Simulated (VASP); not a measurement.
An input for Ansatz (written as the equivalent of a VASP run, and not itself run):

Ansatz 0.2 input:
```yaml
crystal:
  lattice:
    - [0.0000000, 2.5535352, 2.5535352]
    - [2.5535352, 0.0000000, 2.5535352]
    - [2.5535352, 2.5535352, 0.0000000]
  atoms:
    - { symbol: Hf, position: [0.0000000, 0.0000000, 0.0000000] }
    - { symbol: O, position: [0.2500000, 0.2500000, 0.2500000] }
    - { symbol: O, position: [0.7500000, 0.7500000, 0.7500000] }
kpoints:
  mp_grid: { grid: [8, 8, 8] }
hamiltonian:
  xc: rpbe
  pseudopotentials: { kind: paw }
scf:
  occupations: { method: tetrahedron }
  max_iter: 100
output: { forces: true, stress: true, eigenvalues: true }
```

Question: Write the VASP files for the same calculation (RPBE).

Answer: Several could match; the one computed here: 
INCAR:
```
LREAL = .False.
LWAVE = .False.
GGA = RP   ! RPBE
LEFG = .True.
EDIFF = 1E-7
NELM = 100
ISMEAR = -5   ! tetrahedra, Bloechl
LASPH = .True.
SYSTEM = HfO2
ISIF = 2   ! forces and stress, cell fixed
LCHARG = .True.
LORBIT = 11   ! lm-projected
ALGO = Normal
LMAXMIX = 6
PREC = Accurate
NEDOS = 601
ENCUT = 520   ! plane-wave cut-off (eV)
```

### KPOINTS
```
kpoints
0
Gamma
  8 8 8
```

### POSCAR
```
HfO2
1
    0.0000000000     2.5535352123     2.5535352123
    2.5535352123     0.0000000000     2.5535352123
    2.5535352123     2.5535352123     0.0000000000
Hf O
1 2
Direct
  0.0000000000   0.0000000000   0.0000000000
  0.2500000000   0.2500000000   0.2500000000
  0.7500000000   0.7500000000   0.7500000000
```

POTCAR, in this order: Hf_pv O (PBE.64 set). Program: vasp_std.

What does not carry over: each code has its own PAW files, so the cut-off isn't converted (ENCUT is set for VASP's; basis.ecutwfc is left out, and Ansatz then takes the one that its files recommend); Ansatz stops its SCF on the density residual and VASP on the energy change (EDIFF); the field gradients of LEFG aren't asked of the other code.

The compound is HfO2 in the fluorite structure, the high-temperature cubic form, which is unstable at 0 K; the monoclinic form is the stable one. It was relaxed first.
